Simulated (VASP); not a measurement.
These are PBEsol GGA, VASP's PBE PAW potentials (set 64) (plane waves; VASP 6.6.1) values and carry that method's errors.

VASP ran on this input.

### KPOINTS
```
k-points along high-symmetry lines
12
Line-mode
Reciprocal
  0.000000   0.000000   0.000000 ! GAMMA
  0.000000   0.000000  -0.500000 ! T

  0.000000   0.000000  -0.500000 ! T
 -0.328125   0.328125  -0.500000 ! H_2

 -0.343750   0.328125  -0.187500 ! H_0
  0.000000   0.500000   0.500000 ! L

  0.000000   0.500000   0.500000 ! L
  0.000000   0.000000   0.000000 ! GAMMA

  0.000000   0.000000   0.000000 ! GAMMA
 -0.335938   0.335938   0.000000 ! S_0

 -0.335938   0.328125  -0.343750 ! S_2
 -0.500000   0.000000  -1.000000 ! F

 -0.500000   0.000000  -1.000000 ! F
  0.000000   0.000000   0.000000 ! GAMMA
```

INCAR:
```
SYSTEM = Nb3ZrC4
PREC = Accurate; ENCUT = 520; LREAL = .False.
LASPH = .True.; ICHARG = 11
EDIFF = 1E-7; NELM = 100; ALGO = Normal
LMAXMIX = 4
ISMEAR = 0; SIGMA = 0.05
GGA = PS
LWAVE = .False.; LCHARG = .False.; LORBIT = 11
```

**POSCAR**
```
Nb3ZrC4
1
   -0.0000000000     2.2488711311     2.2488711311
    2.2488711311    -0.0000000000     2.2488711311
    9.0071042347     9.0071042347    -0.0116197107
Zr C Nb
1 4 3
Direct
  0.0000000000   0.0000000000   0.0000000000
  0.4886088703   0.4886088703   0.1335433472
  0.4967081017   0.4967081017   0.3774689237
  0.5032918983   0.5032918983   0.6225310763
  0.5113911297   0.5113911297   0.8664566528
  0.9926223395   0.9926223395   0.2555332454
  0.0000000000   0.0000000000   0.5000000000
  0.0073776605   0.0073776605   0.7444667546
```

POTCAR, in this order: Zr_sv C Nb_sv (PBE.64 set). Program: vasp_std. Read from the step before: CHGCAR.

The resulting files:

File OSZICAR:
```
       N       E                     dE             d eps       ncg     rms          rms(c)
DAV:   1     0.806237029771E+03    0.80624E+03   -0.37033E+04  6728   0.174E+03
DAV:   2    -0.530544254822E+01   -0.81154E+03   -0.79213E+03  7832   0.665E+02
DAV:   3    -0.779560137550E+02   -0.72651E+02   -0.71195E+02 11928   0.146E+02
DAV:   4    -0.824405415328E+02   -0.44845E+01   -0.44263E+01 10472   0.328E+01
DAV:   5    -0.828291994666E+02   -0.38866E+00   -0.38361E+00 11728   0.964E+00
DAV:   6    -0.828525269439E+02   -0.23327E-01   -0.22691E-01 10104   0.155E+00
DAV:   7    -0.828557750931E+02   -0.32481E-02   -0.31685E-02 11128   0.450E-01
DAV:   8    -0.828565041346E+02   -0.72904E-03   -0.69657E-03 10864   0.104E-01
DAV:   9    -0.828567060488E+02   -0.20191E-03   -0.19339E-03 10184   0.328E-02
DAV:  10    -0.828567546902E+02   -0.48641E-04   -0.48269E-04  6784   0.112E-02
DAV:  11    -0.828567677641E+02   -0.13074E-04   -0.13037E-04  5936   0.473E-03
DAV:  12    -0.828567707997E+02   -0.30356E-05   -0.30335E-05  5704   0.215E-03
DAV:  13    -0.828567715549E+02   -0.75521E-06   -0.75506E-06  5528   0.116E-03
DAV:  14    -0.828567717474E+02   -0.19251E-06   -0.19287E-06  5384   0.705E-04
DAV:  15    -0.828567717988E+02   -0.51383E-07   -0.50737E-07  5376   0.492E-04
   1 F= -.82856772E+02 E0= -.82851852E+02  d E =-.983929E-02
```

**OUTCAR**
```
 val. band max:       11.9799753853   @ k =   0.0000   0.0000  -0.0455

 cond. band min:      11.9869324172   @ k =  -0.0909   0.0000  -0.1818



 k-point     1 :       0.0000    0.0000    0.0000
  band No.  band energies     occupation
      1     -43.5904      2.00000
      2     -43.4546      2.00000
      3     -43.4416      2.00000
      4     -36.3845      2.00000
      5     -20.0556      2.00000
      6     -19.6601      2.00000
      7     -19.4362      2.00000
      8     -19.4362      2.00000
      9     -19.4119      2.00000
     10     -19.3082      2.00000
     11     -19.3082      2.00000
     12     -19.2993      2.00000
     13     -19.2993      2.00000
     14     -14.7140      2.00000
     15     -14.1031      2.00000
     16     -14.1031      2.00000
     17      -1.1445      2.00000
     18       0.2537      2.00000
     19       0.5933      2.00000
     20       2.6622      2.00000
     21       4.7883      2.00000
     22       7.0603      2.00000
     23       7.0603      2.00000
     24       7.5437      2.00000
     25       7.8734      2.00000
     26       8.2693      2.00000
     27       8.2693      2.00000
     28       8.9701      2.00000
     29       8.9701      2.00000
     30      10.9752      2.00000
     31      10.9752      2.00000
     32      11.1356      2.00000
     33      12.0088      0.44655
     34      12.0201      0.28027
     35      12.0201      0.28019
     36      12.3490      0.00000
     37      12.3491      0.00000
     38      12.7857      0.00000
     39      12.7868      0.00000
     40      13.2134      0.00000

 k-point     2 :       0.0000    0.0000   -0.0455
  band No.  band energies     occupation
      1     -43.5904      2.00000
      2     -43.4546      2.00000
      3     -43.4416      2.00000
      4     -36.3845      2.00000
      5     -20.0555      2.00000
      6     -19.6604      2.00000
      7     -19.4362      2.00000
      8     -19.4362      2.00000
      9     -19.4117      2.00000
...
```

The density is held fixed in this step, so its total energy and stress have no physical meaning.

The structure was generated: Nb3ZrC4 was put into an ordered model structure (R-3m), which need not be its known phase. It was relaxed first. The electron count is odd and the run is not spin-polarised, which forces a metal.
